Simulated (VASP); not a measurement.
```xyz
2
Lattice="0.0000 2.7749 2.7749 2.7749 0.0000 2.7749 2.7749 2.7749 0.0000" Properties=species:S:1:pos:R:3 pbc="T T T"
K      0.0000     0.0000     0.0000
F      2.7749     2.7749     2.7749
```

All values below come from revPBE GGA, VASP's PBE PAW potentials (set 64) (plane waves; VASP 6.6.1). Settings: 520 eV cut-off, Gaussian smearing of 0.050 eV, potentials K_sv F.

Give the energies of bands 6 to 10 at the high-symmetry points, in eV from the valence-band maximum.

| band | Γ | X | U | L | W |
|---|---|---|---|---|---|
| 6 | 0.00 | -0.24 | -0.29 | -0.64 | -0.32 |
| 7 | 0.00 | -0.07 | -0.21 | -0.26 | -0.18 |
| 8 | 0.00 | -0.07 | -0.16 | -0.26 | -0.18 |
| 9 | 5.91 | 8.29 | 8.89 | 8.81 | 9.55 |
| 10 | 10.45 | 9.82 | 10.37 | 10.10 | 9.55 |

The gap is direct, 5.91 eV, from the valence maximum at Γ to the conduction minimum at Γ.

Measured: gap 10.90 eV (computed value off by -4.99 eV), as given by David Koller et al., Journal of Physics Condensed Matter (2013), arXiv:1304.4470.

The compound is KF in the rock salt structure. It was relaxed first, which changed the volume by +12 %.
